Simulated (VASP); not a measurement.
Data:

```xyz
3
Lattice="0.0000 2.6016 2.6016 2.6016 0.0000 2.6016 2.6016 2.6016 0.0000" Properties=species:S:1:pos:R:3 pbc="T T T"
Zr     0.0000     0.0000     0.0000
O      1.3008     1.3008     1.3008
O      3.9025     3.9025     3.9025
```

Level of theory: RPBE GGA, VASP's PBE PAW potentials (set 64) (plane waves; VASP). Numerical set-up: 520 eV cut-off, 7×7×7 Γ-centred mesh, Gaussian smearing of 0.050 eV, potentials Zr_sv O.

Q: What does the run give for the energy per atom (σ→0), pressure?

A: 
```yaml
energy per atom (σ→0): -9.068 eV/atom
pressure: -62.6 kbar
```

Only differences to runs with the same potentials and settings are physical.

The compound is ZrO2 in the fluorite structure, the high-temperature cubic form, which is unstable at 0 K; the monoclinic form is the stable one. This cell is one point of a volume scan, at 1.03 of the reference volume.
